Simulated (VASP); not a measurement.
Level of theory: r2SCAN meta-GGA, VASP's PBE PAW potentials (set 64) (plane waves; VASP).

Input for VASP

**INCAR**
```
SYSTEM = Tl2MoO4
PREC = Accurate
ENCUT = 520
EDIFF = 1E-6
NELM = 100
ALGO = Normal
LREAL = Auto
LASPH = .TRUE.
ISMEAR = 0
SIGMA = 0.05
METAGGA = R2SCAN
LMIXTAU = .TRUE.
LMAXMIX = 4
LWAVE = .FALSE.
LCHARG = .FALSE.
IBRION = 2
ISIF = 3
NSW = 60
EDIFFG = -0.02
```

### POSCAR
```
Tl2MoO4
1
    6.1547273244    -0.0000000000    -0.0000000000
   -3.0773636622     5.3301505249     0.0000000000
    0.0000000000     0.0000000000     8.2543570057
Tl Mo O
4 2 8
Direct
  0.3333330000   0.6666670000   0.3194937818
  0.6666670000   0.3333330000   0.6805062182
  0.0000000000   0.0000000000   0.5000000000
  0.0000000000   0.0000000000   0.0000000000
  0.6666670000   0.3333330000   0.1837387703
  0.3333330000   0.6666670000   0.8162612297
  0.1771604162   0.3543208325   0.7424424245
  0.8228395838   0.6456791675   0.2575575755
  0.6456791675   0.8228395838   0.7424424245
  0.3543208325   0.1771604162   0.2575575755
  0.1771604162   0.8228395838   0.7424424245
  0.8228395838   0.1771604162   0.2575575755
  0.6666670000   0.3333330000   0.9686027683
  0.3333330000   0.6666670000   0.0313972317
```

File KPOINTS:
```
Automatic mesh
0
Gamma
4 4 3
0 0 0
```

POTCAR, in this order: Tl_d Mo_sv O (PBE.64 set). Program: vasp_std.

The resulting files:

File OUTCAR:
```
 ion  position               nearest neighbor table
   1  0.333  0.667  0.319-  14 2.38   5 3.73   5 3.73   5 3.73   3 3.85   3 3.85   3 3.85
   2  0.667  0.333  0.681-  13 2.38   6 3.73   6 3.73   6 3.73   3 3.85   3 3.85   3 3.85
   3  0.000  0.000  0.500-  11 2.75  12 2.75   9 2.75  10 2.75   7 2.75   8 2.75   1 3.85   2 3.85
                             2 3.85   1 3.85   2 3.85   1 3.85   4 4.13   4 4.13
   4  0.000  0.000  0.000-  11 2.84  12 2.84   9 2.84  10 2.84   7 2.84   8 2.84   3 4.13   3 4.13
  LATTYP: Found a hexagonal cell.
 ALAT       =     6.1547273244
 C/A-ratio  =     1.3411409752
 Subroutine PRICEL returns:
 Original cell was already a primitive cell.
 Subroutine GETGRP returns: Found 12 space group operations
The static configuration has the point symmetry D_3d.
The dynamic configuration has the point symmetry D_3d.
 Subroutine INISYM returns: Found 12 space group operations
 Subroutine IBZKPT returns following result:
 Found      9 irreducible k-points:

 Following reciprocal coordinates:
            Coordinates               Weight
  0.000000  0.000000  0.000000      1.000000
  0.250000 -0.000000  0.000000      6.000000
  0.500000 -0.000000  0.000000      3.000000
  0.250000  0.250000  0.000000      6.000000
  0.000000  0.000000  0.333333      2.000000
  0.250000 -0.000000  0.333333      6.000000
  0.000000  0.250000  0.333333      6.000000
  0.500000 -0.000000  0.333333      6.000000
  0.250000  0.250000  0.333333     12.000000
   k-points           NKPTS =      9   k-points in BZ     NKDIM =      9   number of bands    NBANDS=     76
   number of dos      NEDOS =    301   number of ions     NIONS =     14
   total plane-waves  NPLWV = 147456
   dimension x,y,z NGX =    48 NGY =   48 NGZ =   64
   dimension x,y,z NGXF=    96 NGYF=   96 NGZF=  128
   ions per type =               4   2   8
   PREC   = accura    normal or accurate (medium, high low for compatibility)
   ISTART =      0    job   : 0-new  1-cont  2-samecut
   ICHARG =      2    charge: 1-file 2-atom 10-const
   ISPIN  =      1    spin polarized calculation?
   LNONCOLLINEAR =      F non collinear calculations
...
```

File OSZICAR:
```
...
   1 F= -.33613154E+03 E0= -.33613154E+03  d E =-.336132E+03
       N       E                     dE             d eps       ncg     rms          rms(c)
DAV:   1    -0.336311407756E+03   -0.17986E+00   -0.74045E+00  1452   0.135E+01    0.412E+00
DAV:   2    -0.336145465640E+03    0.16594E+00   -0.47262E-01  1456   0.336E+00    0.123E+00
DAV:   3    -0.336131092302E+03    0.14373E-01   -0.11107E-01  1584   0.134E+00    0.613E-01
DAV:   4    -0.336129919130E+03    0.11732E-02   -0.13019E-02  1584   0.541E-01    0.529E-01
DAV:   5    -0.336130924850E+03   -0.10057E-02   -0.64866E-03  1468   0.452E-01    0.141E-01
DAV:   6    -0.336133387131E+03   -0.24623E-02   -0.18775E-03  1436   0.234E-01    0.709E-02
DAV:   7    -0.336133275605E+03    0.11153E-03   -0.91559E-04  1572   0.117E-01    0.233E-02
DAV:   8    -0.336133341699E+03   -0.66093E-04   -0.38230E-04  1432   0.966E-02    0.189E-02
DAV:   9    -0.336133506887E+03   -0.16519E-03   -0.14084E-04  1456   0.557E-02    0.976E-03
DAV:  10    -0.336133507008E+03   -0.12060E-06   -0.75825E-06  1360   0.155E-02
   2 F= -.33613351E+03 E0= -.33613351E+03  d E =-.196281E-02
       N       E                     dE             d eps       ncg     rms          rms(c)
DAV:   1    -0.336176596986E+03   -0.43090E-01   -0.15563E+00  1424   0.615E+00    0.191E+00
DAV:   2    -0.336140052347E+03    0.36545E-01   -0.10004E-01  1400   0.154E+00    0.559E-01
DAV:   3    -0.336137867166E+03    0.21852E-02   -0.23128E-02  1572   0.621E-01    0.283E-01
DAV:   4    -0.336137652678E+03    0.21449E-03   -0.28597E-03  1568   0.249E-01    0.241E-01
DAV:   5    -0.336138101732E+03   -0.44905E-03   -0.13292E-03  1440   0.205E-01    0.590E-02
DAV:   6    -0.336138544358E+03   -0.44263E-03   -0.36699E-04  1456   0.104E-01    0.314E-02
DAV:   7    -0.336138533429E+03    0.10929E-04   -0.21056E-04  1568   0.568E-02    0.120E-02
DAV:   8    -0.336138551197E+03   -0.17768E-04   -0.79815E-05  1440   0.437E-02    0.749E-03
DAV:   9    -0.336138584201E+03   -0.33004E-04   -0.23618E-05  1400   0.232E-02    0.393E-03
DAV:  10    -0.336138583749E+03    0.45212E-06   -0.12596E-06  1000   0.665E-03
   3 F= -.33613858E+03 E0= -.33613858E+03  d E =-.703956E-02
       N       E                     dE             d eps       ncg     rms          rms(c)
DAV:   1    -0.336213668386E+03   -0.75084E-01   -0.37782E+00  1368   0.950E+00    0.218E+00
DAV:   2    -0.336150428595E+03    0.63240E-01   -0.21122E-01  1472   0.226E+00    0.716E-01
DAV:   3    -0.336144707931E+03    0.57207E-02   -0.38476E-02  1584   0.765E-01    0.461E-01
DAV:   4    -0.336143564699E+03    0.11432E-02   -0.57689E-03  1508   0.377E-01    0.414E-01
DAV:   5    -0.336145317589E+03   -0.17529E-02   -0.23845E-03  1432   0.260E-01    0.127E-01
DAV:   6    -0.336145311760E+03    0.58282E-05   -0.97958E-04  1488   0.161E-01    0.402E-02
DAV:   7    -0.336145725729E+03   -0.41397E-03   -0.35331E-04  1504   0.845E-02    0.162E-02
DAV:   8    -0.336145699166E+03    0.26563E-04   -0.43833E-05  1656   0.327E-02    0.140E-02
DAV:   9    -0.336145727972E+03   -0.28806E-04   -0.33134E-05  1400   0.259E-02    0.530E-03
DAV:  10    -0.336145729203E+03   -0.12308E-05   -0.22909E-06  1216   0.669E-03    0.464E-03
DAV:  11    -0.336145728150E+03    0.10533E-05   -0.16597E-06   888   0.665E-03    0.158E-03
DAV:  12    -0.336145730706E+03   -0.25560E-05   -0.15967E-06   912   0.682E-03    0.138E-03
DAV:  13    -0.336145730560E+03    0.14567E-06   -0.22258E-07   792   0.222E-03
   4 F= -.33614573E+03 E0= -.33614573E+03  d E =-.714681E-02
       N       E                     dE             d eps       ncg     rms          rms(c)
DAV:   1    -0.336147216891E+03   -0.14862E-02   -0.75494E-02  1368   0.134E+00    0.310E-01
DAV:   2    -0.336145944895E+03    0.12720E-02   -0.42519E-03  1496   0.319E-01    0.100E-01
DAV:   3    -0.336145838601E+03    0.10629E-03   -0.76394E-04  1580   0.108E-01    0.659E-02
DAV:   4    -0.336145806631E+03    0.31970E-04   -0.11908E-04  1480   0.540E-02    0.579E-02
DAV:   5    -0.336145843915E+03   -0.37284E-04   -0.49617E-05  1432   0.374E-02    0.172E-02
DAV:   6    -0.336145844544E+03   -0.62848E-06   -0.19443E-05  1424   0.229E-02    0.553E-03
DAV:   7    -0.336145852173E+03   -0.76289E-05   -0.78652E-06  1252   0.127E-02    0.224E-03
DAV:   8    -0.336145851628E+03    0.54489E-06   -0.10372E-06   896   0.527E-03
   5 F= -.33614585E+03 E0= -.33614585E+03  d E =-.726788E-02
       N       E                     dE             d eps       ncg     rms          rms(c)
DAV:   1    -0.336145932913E+03   -0.80741E-04   -0.28238E-01  1368   0.204E+00    0.683E-01
DAV:   2    -0.336145757681E+03    0.17523E-03   -0.56620E-03  1584   0.294E-01    0.384E-01
DAV:   3    -0.336144921373E+03    0.83631E-03   -0.12299E-03  1448   0.209E-01    0.296E-02
DAV:   4    -0.336145678949E+03   -0.75758E-03   -0.10171E-03  1436   0.176E-01    0.217E-02
DAV:   5    -0.336146048265E+03   -0.36932E-03   -0.19967E-04  1468   0.799E-02    0.840E-03
DAV:   6    -0.336146074332E+03   -0.26067E-04   -0.14205E-05  1424   0.190E-02    0.324E-03
DAV:   7    -0.336146074575E+03   -0.24347E-06   -0.21737E-06  1072   0.839E-03
   6 F= -.33614607E+03 E0= -.33614607E+03  d E =-.222948E-03
       N       E                     dE             d eps       ncg     rms          rms(c)
DAV:   1    -0.336146299487E+03   -0.22516E-03   -0.48575E-02  1368   0.846E-01    0.284E-01
DAV:   2    -0.336146258871E+03    0.40616E-04   -0.95655E-04  1584   0.121E-01    0.159E-01
DAV:   3    -0.336146099488E+03    0.15938E-03   -0.21841E-04  1448   0.882E-02    0.131E-02
DAV:   4    -0.336146232234E+03   -0.13275E-03   -0.18892E-04  1432   0.765E-02    0.851E-03
DAV:   5    -0.336146304993E+03   -0.72759E-04   -0.34530E-05  1468   0.335E-02    0.349E-03
DAV:   6    -0.336146307762E+03   -0.27692E-05   -0.20411E-06  1152   0.699E-03    0.135E-03
DAV:   7    -0.336146306825E+03    0.93771E-06   -0.54054E-07   888   0.422E-03
   7 F= -.33614631E+03 E0= -.33614631E+03  d E =-.455197E-03
       N       E                     dE             d eps       ncg     rms          rms(c)
DAV:   1    -0.336146830701E+03   -0.52294E-03   -0.34779E-02  1384   0.809E-01    0.160E-01
DAV:   2    -0.336146508064E+03    0.32264E-03   -0.11428E-03  1408   0.164E-01    0.494E-02
DAV:   3    -0.336146506205E+03    0.18591E-05   -0.23293E-04  1524   0.663E-02    0.309E-02
DAV:   4    -0.336146487349E+03    0.18856E-04   -0.40085E-05  1460   0.339E-02    0.249E-02
DAV:   5    -0.336146500303E+03   -0.12954E-04   -0.24533E-05  1424   0.268E-02    0.835E-03
DAV:   6    -0.336146501829E+03   -0.15257E-05   -0.72497E-06  1288   0.151E-02    0.389E-03
DAV:   7    -0.336146505074E+03   -0.32451E-05   -0.41461E-06  1272   0.939E-03    0.167E-03
DAV:   8    -0.336146504474E+03    0.59950E-06   -0.11429E-06   924   0.563E-03
   8 F= -.33614650E+03 E0= -.33614650E+03  d E =-.197650E-03
       N       E                     dE             d eps       ncg     rms          rms(c)
DAV:   1    -0.336149813601E+03   -0.33085E-02   -0.31314E-01  1384   0.243E+00    0.480E-01
DAV:   2    -0.336146924731E+03    0.28889E-02   -0.10299E-02  1416   0.493E-01    0.148E-01
DAV:   3    -0.336146878504E+03    0.46227E-04   -0.21057E-03  1536   0.199E-01    0.929E-02
DAV:   4    -0.336146753309E+03    0.12519E-03   -0.35544E-04  1440   0.101E-01    0.752E-02
DAV:   5    -0.336146862011E+03   -0.10870E-03   -0.21918E-04  1396   0.798E-02    0.256E-02
DAV:   6    -0.336146883060E+03   -0.21049E-04   -0.65072E-05  1452   0.454E-02    0.118E-02
DAV:   7    -0.336146905987E+03   -0.22927E-04   -0.38927E-05  1408   0.291E-02    0.512E-03
DAV:   8    -0.336146904161E+03    0.18255E-05   -0.11516E-05  1372   0.178E-02    0.347E-03
DAV:   9    -0.336146910734E+03   -0.65725E-05   -0.31490E-06  1196   0.831E-03    0.262E-03
DAV:  10    -0.336146910879E+03   -0.14521E-06   -0.43192E-07   872   0.420E-03
   9 F= -.33614691E+03 E0= -.33614691E+03  d E =-.604054E-03
```

File OUTCAR:
```
------------------------ aborting loop because EDIFF is reached ----------------------------------------
  FORCE on cell =-STRESS in cart. coord.  units (eV):
  Direction    XX          YY          ZZ          XY          YZ          ZX
  --------------------------------------------------------------------------------------
  Total        0.0905186      0.0905186     -0.0300296     -0.0000000      0.0000000      0.0000000
  in kB        0.5266094      0.5266095     -0.1747030     -0.0000000      0.0000000      0.0000000
  external PRESSURE =       0.2928386 kB  Pullay stress =       0.0000000 kB
  volume of cell :      275.40
      direct lattice vectors                 reciprocal lattice vectors
     6.182123920 -0.000000000  0.000000000     0.161756706  0.093390272 -0.000000000
    -3.091061960  5.353876677 -0.000000000     0.000000000  0.186780544 -0.000000000
    -0.000000000  0.000000000  8.320581995    -0.000000000  0.000000000  0.120183901
 POSITION                                       TOTAL-FORCE (eV/Angst)
 -----------------------------------------------------------------------------------
     -0.00000      3.56925      2.66477        -0.000000      0.000000     -0.015431
      3.09107      1.78462      5.65581         0.000000     -0.000000      0.015431
     -0.00000      0.00000      4.16029         0.000000      0.000000     -0.000000
     -0.00000      0.00000     -0.00000         0.000000      0.000000     -0.000000
      3.09107      1.78462      1.52462        -0.000000      0.000000     -0.007897
     -0.00000      3.56925      6.79596         0.000000     -0.000000      0.007897
     -0.00000      1.90726      6.18063         0.000000      0.000062      0.002629
      3.09106      3.44662      2.13995        -0.000000     -0.000062     -0.002629
      1.43933      4.40025      6.18063        -0.000054     -0.000031      0.002629
      1.65173      0.95363      2.13995         0.000054      0.000031     -0.002629
     -1.43933      4.40025      6.18063         0.000054     -0.000031      0.002629
      4.53039      0.95363      2.13995        -0.000054      0.000031     -0.002629
      3.09107      1.78462      8.06626         0.000000     -0.000000     -0.005914
     -0.00000      3.56925      0.25432        -0.000000      0.000000      0.005914
 -----------------------------------------------------------------------------------
    total drift:                               -0.000000      0.000000      0.000000
  FREE ENERGIE OF THE ION-ELECTRON SYSTEM (eV)
  ---------------------------------------------------
  free  energy   TOTEN  =      -336.1469108788 eV

  energy  without entropy=     -336.1469108788  energy(sigma->0) =     -336.14691088

 reached required accuracy - stopping structural energy minimisation
```
(Selected blocks of OUTCAR.)

### CONTCAR
```
Tl2MoO4
   1.00000000000000
     6.1821239198635940   -0.0000000000000000    0.0000000000000000
    -3.0910619599317970    5.3538766766785360   -0.0000000000000000
    -0.0000000000000000    0.0000000000000000    8.3205819954962141
  Tl              Mo              O
     4     2     8
Direct
     0.3333330000000032    0.6666669999999968    0.3202620979800409
     0.6666669999999968    0.3333330000000032    0.6797379020199590
     0.0000000000000000    0.0000000000000000    0.5000000000000000
     0.0000000000000000    0.0000000000000000    0.0000000000000000
     0.6666669999999968    0.3333330000000032    0.1832348700947064
     0.3333330000000032    0.6666669999999968    0.8167651299052935
     0.1781191293816173    0.3562382588632292    0.7428118666854800
     0.8218808706183826    0.6437617411367708    0.2571881333145201
     0.6437617411367516    0.8218808706183826    0.7428118666854800
     0.3562382588632484    0.1781191293816173    0.2571881333145201
     0.1781191293816364    0.8218808706183826    0.7428118666854800
     0.8218808706183636    0.1781191293816173    0.2571881333145201
     0.6666669999999968    0.3333330000000032    0.9694351571382076
     0.3333330000000032    0.6666669999999968    0.0305648428617925
```

The structure comes from a computed database's Tl2MoO4 entry (P-3m1); how it stands against other phases isn't given here. This run relaxes it. Symmetry was kept, so distortions that lower it aren't found. The start is the result of an earlier pass.
